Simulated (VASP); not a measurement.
Input:

```xyz
2
Lattice="3.3020 0.0000 0.0000 0.0000 3.3020 0.0000 0.0000 0.0000 3.3020" Properties=species:S:1:pos:R:3 pbc="T T T"
Sc     0.0000     0.0000     0.0000
B      1.6510     1.6510     1.6510
```

Level of theory: PBEsol GGA, VASP's PBE PAW potentials (set 64) (plane waves; VASP 6.6.1). Run with 520 eV cut-off, 10×10×10 Γ-centred mesh, first-order Methfessel-Paxton smearing of 0.10 eV, potentials Sc_sv B.

Energy and stress use the plane-wave basis of the starting cell.

Problem. The ions, cell shape and volume are relaxed. Give the cell that the relaxation ends in.

Solution. 
```xyz
2
Lattice="2.9350 0.0000 0.0000 0.0000 2.9350 0.0000 0.0000 0.0000 2.9350" Properties=species:S:1:pos:R:3 pbc="T T T"
Sc     0.0000     0.0000     0.0000
B      1.4675     1.4675     1.4675
```
Space group Pm-3m (221), at a tolerance of 0.03 Å.

Problem. How do energy and volume change from the first to the last step?

Solution. The energy (σ→0) changes by -512.4 meV/atom and the volume by -29.8 %, in 16 ionic steps.

```tsv
step	E(σ→0) (eV)	max force (eV/Å)	pressure (GPa)	volume (Å³)
1	-12.6704	0.000	-22.75	36.00
2	-13.6774	0.000	5.82	24.26
3	-13.6952	0.000	0.20	25.24
4	-13.6949	0.000	-0.75	25.43
5	-13.6949	0.000	-0.76	25.43
6	-13.6950	0.000	-0.67	25.41
7	-13.6950	0.000	-0.66	25.41
8	-13.6950	0.000	-0.67	25.41
9	-13.6950	0.000	-0.68	25.41
10	-13.6950	0.000	-0.67	25.41
11	-13.6950	0.000	-0.64	25.40
12	-13.6950	0.000	-0.57	25.39
13	-13.6951	0.000	-0.46	25.37
14	-13.6952	0.000	-0.25	25.33
15	-13.6952	0.000	0.16	25.25
16	-13.6952	0.000	0.00	25.28
```

The structure was generated: ScB was put into the CsCl type type (Pm-3m), which need not be its known phase. This run relaxes it. Symmetry was kept, so distortions that lower it aren't found.
